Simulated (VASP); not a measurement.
Consider the following.

```xyz
2
Lattice="0.0000 2.1734 2.1734 2.1734 0.0000 2.1734 2.1734 2.1734 0.0000" Properties=species:S:1:pos:R:3 pbc="T T T"
Al     0.0000     0.0000     0.0000
N      1.0867     1.0867     1.0867
```

The numbers are results of LDA (Ceperley-Alder, Perdew-Zunger), VASP's LDA PAW potentials (set 64) (plane waves; VASP), not measurements. Settings: 520 eV cut-off, Gaussian smearing of 0.050 eV, potentials Al N.

Q: Predict the band gap (along the path) with the smallest direct gap where there is one.

A: 
```
Quantity                               Result
------------------------------------  -------
band gap (along the path)             3.23 eV
smallest direct gap (along the path)  4.37 eV
```

Only differences to runs with the same potentials and settings are physical.

The compound is AlN in the zinc blende structure, a metastable form; wurtzite is the usual one. It was relaxed first.
